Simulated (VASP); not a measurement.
Output of a VASP run:

**OSZICAR**
```
       N       E                     dE             d eps       ncg     rms          rms(c)
DAV:   1     0.110408545584E+03    0.11041E+03   -0.90580E+03  2016   0.136E+03
DAV:   2    -0.181931469095E+02   -0.12860E+03   -0.12079E+03  2372   0.338E+02
DAV:   3    -0.235238737926E+02   -0.53307E+01   -0.52477E+01  2908   0.627E+01
DAV:   4    -0.237225842425E+02   -0.19871E+00   -0.19851E+00  2608   0.113E+01
DAV:   5    -0.237277741850E+02   -0.51899E-02   -0.51897E-02  2908   0.151E+00    0.239E+01
DAV:   6    -0.206760244851E+02    0.30517E+01   -0.14161E+01  2272   0.273E+01    0.974E+00
DAV:   7    -0.205708660807E+02    0.10516E+00   -0.59445E-01  2348   0.637E+00    0.681E+00
DAV:   8    -0.205579678715E+02    0.12898E-01   -0.12216E-01  2188   0.319E+00    0.134E+00
DAV:   9    -0.205548079318E+02    0.31599E-02   -0.26274E-02  2412   0.107E+00    0.491E-01
DAV:  10    -0.205548991765E+02   -0.91245E-04   -0.18890E-03  2348   0.545E-01    0.318E-01
DAV:  11    -0.205547536398E+02    0.14554E-03   -0.56322E-04  2236   0.186E-01    0.215E-02
DAV:  12    -0.205547518281E+02    0.18117E-05   -0.78820E-06  2816   0.336E-02    0.104E-02
DAV:  13    -0.205547516372E+02    0.19098E-06   -0.25495E-07  2084   0.499E-03    0.144E-03
DAV:  14    -0.205547516498E+02   -0.12611E-07   -0.28749E-08  1212   0.136E-03
   1 F= -.20554752E+02 E0= -.20554699E+02  d E =-.157407E-03
```

OUTCAR:
```
------------------------ aborting loop because EDIFF is reached ----------------------------------------
  FORCE on cell =-STRESS in cart. coord.  units (eV):
  Direction    XX          YY          ZZ          XY          YZ          ZX
  --------------------------------------------------------------------------------------
  Total        1.1690030      1.1690030      1.1690030      0.0000000      0.0000000      0.0000000
  in kB       75.7362969     75.7362969     75.7362969      0.0000000      0.0000000      0.0000000
  external PRESSURE =      75.7362969 kB  Pullay stress =       0.0000000 kB
  volume of cell :       24.73
      direct lattice vectors                 reciprocal lattice vectors
     0.000000000  2.312405767  2.312405767    -0.216225027  0.216225027  0.216225027
     2.312405767  0.000000000  2.312405767     0.216225027 -0.216225027  0.216225027
     2.312405767  2.312405767  0.000000000     0.216225027  0.216225027 -0.216225027
 POSITION                                       TOTAL-FORCE (eV/Angst)
 -----------------------------------------------------------------------------------
      0.00000      0.00000      0.00000        -0.000000      0.000000     -0.000000
      2.31241      2.31241      2.31241         0.000000      0.000000      0.000000
 -----------------------------------------------------------------------------------
    total drift:                                0.000000     -0.000000     -0.000000
  FREE ENERGIE OF THE ION-ELECTRON SYSTEM (eV)
  ---------------------------------------------------
  free  energy   TOTEN  =       -20.5547516498 eV

  energy  without entropy=      -20.5545942428  energy(sigma->0) =      -20.55469918
```
(Selected blocks of OUTCAR.)

File POSCAR:
```
ZrC
1
    0.0000000000     2.3124057670     2.3124057670
    2.3124057670     0.0000000000     2.3124057670
    2.3124057670     2.3124057670     0.0000000000
Zr C
1 1
Direct
  0.0000000000   0.0000000000   0.0000000000
  0.5000000000   0.5000000000   0.5000000000
```

Task: Reconstruct the remaining input files.

Result: Several could match; the one computed here: the input of the run itself, PBEsol GGA, plane waves, VASP's PBE PAW potentials (set 64).

**INCAR**
```
# general
SYSTEM =ZrC
PREC   =Accurate
ENCUT  =520
LREAL  =.False.
LASPH  =.True.

# electronic loop
EDIFF  =1E-7
NELM   =100
ALGO   =Normal
LMAXMIX=4

# smearing
ISMEAR =1
SIGMA  =0.1

# functional
GGA    =PS

# ions
ISIF   =2

# output
LWAVE  =.False.
LCHARG =.False.
```

KPOINTS:
```
Automatic mesh
0
Gamma
13 13 13
0 0 0
```

POTCAR, in this order: Zr_sv C (PBE.64 set). Program: vasp_std.

The compound is ZrC in the rock salt structure. This cell is one point of a volume scan, at 0.97 of the reference volume.
